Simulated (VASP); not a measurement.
These are PBEsol GGA, VASP's PBE PAW potentials (set 64) (plane waves; VASP) values and carry that method's errors.

The input files of a VASP run:

**INCAR**
```
SYSTEM = KTaO3
PREC = Accurate; ENCUT = 520; LREAL = .FALSE.
LASPH = .TRUE.
EDIFF = 1E-7; NELM = 100; ALGO = Normal
LMAXMIX = 6
ISMEAR = -5
GGA = PS
ISIF = 2
LWAVE = .FALSE.; LCHARG = .TRUE.; LORBIT = 11
NEDOS = 601
LEFG = .TRUE.
```

**KPOINTS**
```
kpoints
0
Gamma
6 6 6
0 0 0
```

### POSCAR
```
KTaO3
1.0
  3.9900000000   0.0000000000   0.0000000000
  0.0000000000   3.9900000000   0.0000000000
  0.0000000000   0.0000000000   3.9900000000
K Ta O
1 1 3
Cartesian
  0.0000000000   0.0000000000   0.0000000000
  1.9950000000   1.9950000000   1.9950000000
  1.9950000000   0.0000000000   1.9950000000
  0.0000000000   1.9950000000   1.9950000000
  1.9950000000   1.9950000000   0.0000000000
```

POTCAR, in this order: K_sv Ta_pv O (PBE.64 set). Program: vasp_std.

Unless said otherwise, spin-orbit coupling is left out, though it shifts the bands of the heavy elements here.

Q: Estimate the energy per atom (σ→0), band gap (on the k-mesh).

A: 
```yaml
energy per atom (σ→0): -8.584 eV/atom
band gap (on the k-mesh): 2.08 eV
```

### OSZICAR
```
...
DAV:   9    -0.429209928201E+02    0.63737E-02   -0.26648E-02  1265   0.119E+00    0.222E-01
DAV:  10    -0.429202316398E+02    0.76118E-03   -0.71671E-03  1280   0.643E-01    0.534E-02
DAV:  11    -0.429202509175E+02   -0.19278E-04   -0.37369E-04  1230   0.159E-01    0.318E-02
DAV:  12    -0.429202717759E+02   -0.20858E-04   -0.34214E-05  1402   0.445E-02    0.730E-03
DAV:  13    -0.429202713502E+02    0.42571E-06   -0.48903E-06  1206   0.149E-02    0.352E-03
DAV:  14    -0.429202712246E+02    0.12561E-06   -0.32542E-07  1152   0.383E-03    0.605E-04
DAV:  15    -0.429202712349E+02   -0.10368E-07   -0.41854E-08   768   0.183E-03
   1 F= -.42920271E+02 E0= -.42920271E+02  d E =0.000000E+00
```

The compound is KTaO3 in the cubic perovskite structure. The cell was not relaxed at this level.
